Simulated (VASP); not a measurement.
Here is the system:

```
NaH
1.0
    0.00000     2.42159     2.42159
    2.42159     0.00000     2.42159
    2.42159     2.42159     0.00000
Na H
1 1
Cartesian
  0.00000   0.00000   0.00000
  2.42159   2.42159   2.42159
```

Method: PBE GGA with D4 dispersion, VASP's PBE PAW potentials (set 64) (plane waves; VASP). Numerical set-up: 520 eV cut-off, 10×10×10 Γ-centred mesh, Gaussian smearing of 0.050 eV, potentials Na_pv H.

Problem. Estimate the energy per atom (σ→0).

Solution. 
```json
{
 "energy per atom (σ→0)": "-2.602 eV/atom"
}
```

Only differences to runs with the same potentials and settings are physical.

The compound is NaH in the rock salt structure. This cell is one point of a volume scan, at 1.03 of the reference volume.
